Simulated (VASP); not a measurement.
These are PBE GGA with D3 dispersion (Becke-Johnson damping), VASP's PBE PAW potentials (set 64) (plane waves; VASP) values and carry that method's errors.

The input files of a VASP run:

KPOINTS:
```
Automatic mesh
0
Gamma
13 13 7
0 0 0
```

POSCAR:
```
Sc
1
    1.6184607346    -2.8032561399     0.0000000000
    1.6184607346     2.8032561399     0.0000000000
    0.0000000000     0.0000000000     5.0233722432
Sc
2
Direct
  0.3333330000   0.6666670000   0.2500000000
  0.6666670000   0.3333330000   0.7500000000
```

**INCAR**
```
SYSTEM = Sc
PREC = Accurate
ENCUT = 520
EDIFF = 1E-7
NELM = 100
ALGO = Normal
LREAL = .FALSE.
LASPH = .TRUE.
ISMEAR = 1
SIGMA = 0.1
GGA = PE
IVDW = 12
LMAXMIX = 4
LWAVE = .FALSE.
LCHARG = .FALSE.
ISIF = 4
IBRION = 2
NSW = 30
EDIFFG = -0.01
```

POTCAR, in this order: Sc_sv (PBE.64 set). Program: vasp_std.

The run wrote:

### OSZICAR
```
       N       E                     dE             d eps       ncg     rms          rms(c)
DAV:   1     0.386613353782E+03    0.38661E+03   -0.11166E+04  2528   0.159E+03
DAV:   2     0.108499798780E+02   -0.37576E+03   -0.37071E+03  3518   0.668E+02
DAV:   3    -0.133343225874E+02   -0.24184E+02   -0.23805E+02  4240   0.193E+02
DAV:   4    -0.136852782144E+02   -0.35096E+00   -0.34188E+00  3860   0.220E+01
DAV:   5    -0.136934728875E+02   -0.81947E-02   -0.81910E-02  4228   0.279E+00    0.821E+00
DAV:   6    -0.126042208078E+02    0.10893E+01   -0.24685E+00  3178   0.212E+01    0.254E+00
DAV:   7    -0.124531988795E+02    0.15102E+00   -0.64688E-01  3255   0.100E+01    0.811E-01
DAV:   8    -0.124436112765E+02    0.95876E-02   -0.21344E-02  3521   0.218E+00    0.208E-01
DAV:   9    -0.124427024494E+02    0.90883E-03   -0.52540E-03  3332   0.927E-01    0.209E-02
DAV:  10    -0.124427120862E+02   -0.96368E-05   -0.10226E-04  4238   0.158E-01    0.749E-03
DAV:  11    -0.124427070318E+02    0.50545E-05   -0.32738E-06  4016   0.277E-02    0.201E-03
DAV:  12    -0.124427091158E+02   -0.20840E-05   -0.30024E-07  2711   0.687E-03    0.101E-03
DAV:  13    -0.124427085736E+02    0.54216E-06   -0.34490E-08  1974   0.383E-03    0.104E-04
DAV:  14    -0.124427085774E+02   -0.37285E-08   -0.79619E-09  1960   0.247E-03
   1 F= -.13283959E+02 E0= -.13283309E+02  d E =-.132840E+02
       N       E                     dE             d eps       ncg     rms          rms(c)
DAV:   1    -0.124430882005E+02   -0.37963E-03   -0.50505E-02  2744   0.482E+00    0.146E-01
DAV:   2    -0.124430298369E+02    0.58364E-04   -0.36425E-03  4025   0.100E+00    0.934E-02
DAV:   3    -0.124428458467E+02    0.18399E-03   -0.62120E-04  4584   0.366E-01    0.133E-02
DAV:   4    -0.124428414593E+02    0.43873E-05   -0.29597E-05  3781   0.929E-02    0.687E-03
DAV:   5    -0.124428420490E+02   -0.58965E-06   -0.11369E-06  3589   0.198E-02    0.139E-03
DAV:   6    -0.124428421618E+02   -0.11279E-06   -0.68871E-08  1680   0.508E-03    0.264E-04
DAV:   7    -0.124428421373E+02    0.24427E-07   -0.15461E-08  1575   0.226E-03
   2 F= -.13284107E+02 E0= -.13283504E+02  d E =-.147650E-03
       N       E                     dE             d eps       ncg     rms          rms(c)
DAV:   1    -0.124430988321E+02   -0.25667E-03   -0.47554E-02  2681   0.468E+00    0.141E-01
DAV:   2    -0.124430455101E+02    0.53322E-04   -0.34326E-03  4004   0.973E-01    0.907E-02
DAV:   3    -0.124428719996E+02    0.17351E-03   -0.58402E-04  4578   0.356E-01    0.128E-02
DAV:   4    -0.124428678845E+02    0.41151E-05   -0.27818E-05  3795   0.901E-02    0.662E-03
DAV:   5    -0.124428684544E+02   -0.56992E-06   -0.10646E-06  3540   0.192E-02    0.139E-03
DAV:   6    -0.124428685722E+02   -0.11786E-06   -0.66234E-08  1624   0.495E-03    0.258E-04
DAV:   7    -0.124428685490E+02    0.23211E-07   -0.14713E-08  1449   0.224E-03
   3 F= -.13284148E+02 E0= -.13283595E+02  d E =-.188619E-03
```

File OUTCAR:
```
------------------------ aborting loop because EDIFF is reached ----------------------------------------
 Edisp (eV)   -0.84128
  FORCE on cell =-STRESS in cart. coord.  units (eV):
  Direction    XX          YY          ZZ          XY          YZ          ZX
  --------------------------------------------------------------------------------------
  Total       0.51159     0.51159     0.51669    -0.00000     0.00000     0.00000
  in kB      17.98217    17.98217    18.16143    -0.00000     0.00000     0.00000
  external pressure =       18.04 kB  Pullay stress =        0.00 kB
  volume of cell :       45.58
      direct lattice vectors                 reciprocal lattice vectors
     1.621326615 -2.808219987  0.000000000     0.308389436 -0.178048729 -0.000000000
     1.621326615  2.808219987 -0.000000000     0.308389436  0.178048729 -0.000000000
     0.000000000  0.000000000  5.005629173     0.000000000  0.000000000  0.199775086
 POSITION                                       TOTAL-FORCE (eV/Angst)
 -----------------------------------------------------------------------------------
      1.62133      0.93608      1.25141        -0.000000     -0.000000      0.000000
      1.62133     -0.93608      3.75422         0.000000      0.000000      0.000000
 -----------------------------------------------------------------------------------
    total drift:                                0.000112      0.000672     -0.000015
  FREE ENERGIE OF THE ION-ELECTRON SYSTEM (eV)
  ---------------------------------------------------
  free  energy   TOTEN  =       -13.2841476643 eV

  energy  without entropy=      -13.2824882054  energy(sigma->0) =      -13.28359451

 reached required accuracy - stopping structural energy minimisation
```
(Selected blocks of OUTCAR.)

CONTCAR:
```
Sc
   1.00000000000000
     1.6213266154302901   -2.8082199866194903    0.0000000000000000
     1.6213266154302901    2.8082199866194903   -0.0000000000000000
     0.0000000000000000    0.0000000000000000    5.0056291725893560
  Sc
     2
Direct
     0.3333330000000032    0.6666669999999968    0.2500000000000000
     0.6666669999999968    0.3333330000000032    0.7500000000000000
```

The compound is Sc in the hcp structure. This cell is one point of a volume scan, at 0.97 of the reference volume. Symmetry was kept, so distortions that lower it aren't found.
